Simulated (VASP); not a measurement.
Computed with PBEsol GGA, VASP's PBE PAW potentials (set 64) (plane waves; VASP).

The input files of a VASP run:

INCAR:
```
ISIF = 3   ! ions, shape and volume
ISMEAR = 1
EDIFFG = -0.02   ! ionic stop
LMAXMIX = 4
NSW = 40   ! most ionic steps
LREAL = .False.   ! projection in real space or not
IBRION = 2
GGA = PS
SYSTEM = BBi
EDIFF = 1E-6
LWAVE = .False.
SIGMA = 0.1
LASPH = .True.   ! aspherical one-centre terms
PREC = Accurate
PSTRESS = 200
ALGO = Normal   ! blocked Davidson
NELM = 100
ENCUT = 620   ! plane-wave cut-off (eV)
LCHARG = .False.
```

File KPOINTS:
```
Regular mesh
0
gamma
  10 10 5
```

**POSCAR**
```
BBi
1
    3.4245503636    -0.0000000000    -0.0000000000
   -1.7122751819     2.9657463276     0.0000000000
   -0.0000000000     0.0000000000     6.0149619310
B Bi
2 2
Direct
  0.0000000000   0.0000000000   0.0000000000
  0.0000000000   0.0000000000   0.5000000000
  0.3333330000   0.6666670000   0.2500000000
  0.6666670000   0.3333330000   0.7500000000
```

POTCAR, in this order: B Bi_d (PBE.64 set). Program: vasp_std.

Output

**OUTCAR**
```
 ion  position               nearest neighbor table
   1  0.000  0.000  0.000-   3 2.48   4 2.48   3 2.48   4 2.48   4 2.48   3 2.48
   2  0.000  0.000  0.500-   3 2.48   4 2.48   3 2.48   4 2.48   4 2.48   3 2.48
   3  0.333  0.667  0.250-   1 2.48   2 2.48   1 2.48   2 2.48   1 2.48   2 2.48   4 3.60   4 3.60
                             4 3.60   4 3.60   4 3.60   4 3.60
   4  0.667  0.333  0.750-   1 2.48   2 2.48   1 2.48   2 2.48   1 2.48   2 2.48   3 3.60   3 3.60
                             3 3.60   3 3.60   3 3.60   3 3.60
  LATTYP: Found a hexagonal cell.
 ALAT       =     3.4245503636
 C/A-ratio  =     1.7564238491
 Subroutine PRICEL returns:
 Original cell was already a primitive cell.
 Subroutine GETGRP returns: Found 24 space group operations
The static configuration has the point symmetry D_3d.
 The point group associated with its full space group is D_6h.
The dynamic configuration has the point symmetry D_3d.
 Subroutine INISYM returns: Found 24 space group operations
 Subroutine IBZKPT returns following result:
 Found     42 irreducible k-points:

 Following reciprocal coordinates:
            Coordinates               Weight
  0.000000  0.000000  0.000000      1.000000
  0.100000 -0.000000  0.000000      6.000000
  0.200000 -0.000000  0.000000      6.000000
...
```

OSZICAR:
```
       N       E                     dE             d eps       ncg     rms          rms(c)
DAV:   1     0.373541276004E+03    0.37354E+03   -0.21587E+04  1848   0.238E+03
DAV:   2     0.161966908145E+02   -0.35734E+03   -0.35232E+03  1854   0.545E+02
DAV:   3    -0.170556408363E+02   -0.33252E+02   -0.32545E+02  2300   0.169E+02
DAV:   4    -0.181657863607E+02   -0.11101E+01   -0.11053E+01  2200   0.316E+01
DAV:   5    -0.182148869324E+02   -0.49101E-01   -0.49091E-01  2696   0.626E+00    0.446E+00
DAV:   6    -0.172073153816E+02    0.10076E+01   -0.30195E+00  2486   0.123E+01    0.151E+00
DAV:   7    -0.171688136024E+02    0.38502E-01   -0.34322E-01  2482   0.299E+00    0.711E-01
DAV:   8    -0.171607080158E+02    0.81056E-02   -0.26990E-02  2394   0.183E+00    0.123E-01
DAV:   9    -0.171599810560E+02    0.72696E-03   -0.29309E-03  2534   0.534E-01    0.451E-02
DAV:  10    -0.171599448251E+02    0.36231E-04   -0.53313E-04  2412   0.239E-01    0.157E-02
DAV:  11    -0.171599425602E+02    0.22649E-05   -0.48099E-05  2486   0.726E-02    0.528E-03
DAV:  12    -0.171599411609E+02    0.13993E-05   -0.20739E-06  1558   0.113E-02    0.476E-04
DAV:  13    -0.171599410907E+02    0.70245E-07   -0.22071E-07  1068   0.486E-03
   1 F= -.95340631E+01 E0= -.95336750E+01  d E =-.953406E+01
```

**OUTCAR**
```
------------------------ aborting loop because EDIFF is reached ----------------------------------------
  FORCE on cell =-STRESS in cart. coord.  units (eV):
  Direction    XX          YY          ZZ          XY          YZ          ZX
  --------------------------------------------------------------------------------------
  Total        7.6261990      7.6261924      7.6480399     -0.0000000      0.0000000      0.0000000
  in kB      200.0084184    200.0082452    200.5812289     -0.0000000      0.0000000      0.0000000
  external PRESSURE =       0.1992975 kB  Pullay stress =     200.0000000 kB
  volume of cell :       61.09
      direct lattice vectors                 reciprocal lattice vectors
     3.424550364  0.000000000  0.000000000     0.292009138  0.168591627  0.000000000
    -1.712275182  2.965746328  0.000000000     0.000000000  0.337183255  0.000000000
     0.000000000  0.000000000  6.014961931     0.000000000  0.000000000  0.166252091
 POSITION                                       TOTAL-FORCE (eV/Angst)
 -----------------------------------------------------------------------------------
      0.00000      0.00000      0.00000        -0.000000      0.000000      0.000000
      0.00000      0.00000      3.00748        -0.000000      0.000000      0.000000
     -0.00000      1.97717      1.50374         0.000000      0.000000     -0.000000
      1.71228      0.98858      4.51122        -0.000000     -0.000000     -0.000000
 -----------------------------------------------------------------------------------
    total drift:                               -0.000000      0.000000      0.000000
  FREE ENERGIE OF THE ION-ELECTRON SYSTEM (eV)
  ---------------------------------------------------
  free  energy   TOTEN  =       -17.1599410907 eV

  energy  without entropy=      -17.1587767891  energy(sigma->0) =      -17.15955299
  enthalpy is  TOTEN    =        -9.5340630538 eV   P V=        7.6258780369

 reached required accuracy - stopping structural energy minimisation
```
(Selected blocks of OUTCAR.)

### OUTCAR
```
 val. band max:       10.4782520034   @ k =   0.2000   0.1000   0.0000

 cond. band min:      10.5279764488   @ k =   0.0000   0.0000   0.0000


 Fermi energy:        10.4931092839

 k-point     1 :       0.0000    0.0000    0.0000
  band No.  band energies     occupation
      1     -12.5117      2.00000
      2     -12.5117      2.00000
      3     -12.4899      2.00000
      4     -12.4899      2.00000
      5     -12.4809      2.00000
      6     -12.4634      2.00000
      7     -12.3959      2.00000
      8     -12.3959      2.00000
      9     -12.3315      2.00000
     10     -12.3315      2.00000
     11      -5.3160      2.00000
     12      -2.2274      2.00000
     13       0.7756      2.00000
     14       9.8714      2.00000
     15      10.5280      0.44775
     16      10.5280      0.44728
     17      11.4853     -0.00000
     18      12.1871     -0.00000
     19      12.1871     -0.00000
     20      13.4232      0.00000
     21      13.4232      0.00000
     22      13.9737      0.00000

 k-point     2 :       0.1000   -0.0000    0.0000
  band No.  band energies     occupation
      1     -12.5207      2.00000
      2     -12.4946      2.00000
      3     -12.4924      2.00000
      4     -12.4718      2.00000
      5     -12.4656      2.00000
      6     -12.4493      2.00000
      7     -12.4099      2.00000
      8     -12.4045      2.00000
      9     -12.3426      2.00000
     10     -12.3286      2.00000
     11      -5.1423      2.00000
     12      -2.0719      2.00000
     13       0.9629      2.00000
     14       8.8996      2.00000
     15       9.9605      2.00000
     16      10.0054      2.00000
     17      11.4752     -0.00000
     18      11.5827     -0.00000
     19      12.1213     -0.00000
     20      12.7030      0.00000
     21      13.8833      0.00000
     22      14.9618      0.00000

 k-point     3 :       0.2000   -0.0000    0.0000
  band No.  band energies     occupation
      1     -12.5438      2.00000
...
```

Unless said otherwise, spin-orbit coupling is left out, though it shifts the bands of the heavy elements here.

The structure was generated: BBi was put into the NiAs type type (P6_3/mmc), which need not be its known phase. It was relaxed first under an external pressure of 20 GPa.
